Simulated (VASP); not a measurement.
Data:

```
CaSe
1.0
    0.00000     3.02801     3.02801
    3.02801     0.00000     3.02801
    3.02801     3.02801     0.00000
Ca Se
1 1
Direct
  0.00000   0.00000   0.00000
  0.50000   0.50000   0.50000
```

All values below come from vdW-DF2, VASP's PBE PAW potentials (set 64) (plane waves; VASP). Numerical set-up: 520 eV cut-off, Gaussian smearing of 0.050 eV, potentials Ca_sv Se.

**Question.** Predict the band gap (along the path) with the smallest direct gap where there is one.

**Answer.** 
```json
{
  "band gap (along the path)": "2.21 eV",
  "smallest direct gap (along the path)": "3.05 eV"
}
```

The compound is CaSe in the rock salt structure. It was relaxed first, which changed the volume by +7 %.
